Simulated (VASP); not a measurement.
Given:

```xyz
2
Lattice="0.0000 2.9388 2.9388 2.9388 0.0000 2.9388 2.9388 2.9388 0.0000" Properties=species:S:1:pos:R:3 pbc="T T T"
In     0.0000     0.0000     0.0000
P      1.4694     1.4694     1.4694
```

Level of theory: PBEsol GGA, VASP's PBE PAW potentials (set 64) (plane waves; VASP). Numerical set-up: 520 eV cut-off, Gaussian smearing of 0.050 eV, potentials In_d P.

Unless said otherwise, spin-orbit coupling is left out, though it shifts the bands of the heavy elements here.

Problem. Predict the band gap (along the path) with the smallest direct gap where there is one.

Solution. 
| Quantity | Result |
|---|---|
| band gap (along the path) | 0.57 eV |
| smallest direct gap (along the path) | 0.57 eV |

The compound is InP in the zinc blende structure. It was relaxed first.
